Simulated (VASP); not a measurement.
Consider the following.

```xyz
6
Lattice="1.5927 -2.7586 0.0000 1.5927 2.7586 0.0000 0.0000 0.0000 14.0902" Properties=species:S:1:pos:R:3 pbc="T T T"
Mo     1.5927     0.9195     3.5225
Mo     1.5927    -0.9195    10.5676
S      1.5927     0.9195    12.1296
S      1.5927    -0.9195     5.0845
S      1.5927    -0.9195     1.9606
S      1.5927     0.9195     9.0057
```

All values below come from PBE GGA, VASP's PBE PAW potentials (set 64) (plane waves; VASP 6.6.1). Numerical set-up: 500 eV cut-off, 8×8×2 Γ-centred mesh, Gaussian smearing of 0.050 eV, potentials Mo_sv S.

Energy and stress use the plane-wave basis of the starting cell. Without a dispersion term in the relaxation, distances and binding between the weakly bound layers, chains or molecules are unreliable, and so is what depends on them.

Problem. The ions, cell shape and volume at an external pressure of 5.0 GPa are relaxed. What does this cell relax into?

Solution. 
```xyz
6
Lattice="1.5710 -2.7211 0.0000 1.5710 2.7211 0.0000 0.0000 0.0000 11.9771" Properties=species:S:1:pos:R:3 pbc="T T T"
Mo     1.5710     0.9070     2.9943
Mo     1.5710    -0.9070     8.9828
S      1.5710     0.9070    10.5490
S      1.5710    -0.9070     4.5604
S      1.5710    -0.9070     1.4281
S      1.5710     0.9070     7.4166
```
Space group P6_3/mmc (194), at a tolerance of 0.03 Å.

Problem. How do energy and volume change from the first to the last step?

Solution. The energy (σ→0) changes by +33.7 meV/atom and the volume by -17.3 %, in 20 ionic steps.

```csv
step,E(σ→0) (eV),max force (eV/Å),pressure (GPa),volume (Å³)
1,-43.7124,0.006,-0.03,123.81
2,-43.2411,1.748,14.64,112.57
3,-43.6471,0.610,4.89,119.38
4,-43.6355,0.356,4.90,117.42
5,-43.5738,0.025,4.98,114.78
6,-43.5719,0.028,5.05,113.77
7,-43.5622,0.051,5.47,110.75
8,-43.5082,0.154,7.05,104.70
9,-42.9031,0.326,15.75,92.59
10,-43.4355,0.541,9.84,102.17
11,-43.3119,0.582,11.78,98.48
12,-43.3241,0.394,10.64,98.27
13,-43.3148,0.009,8.41,97.80
14,-43.3241,0.144,9.24,97.97
15,-43.3530,0.103,8.55,98.52
16,-43.4286,0.021,6.61,100.15
17,-43.5343,0.263,3.12,103.46
18,-43.4936,0.151,4.66,101.95
19,-43.4983,0.116,4.72,102.07
20,-43.5105,0.012,4.96,102.40
```

The compound is MoS2 in the 2H layered structure. This run relaxes it under an external pressure of 5 GPa. Symmetry was kept, so distortions that lower it aren't found.
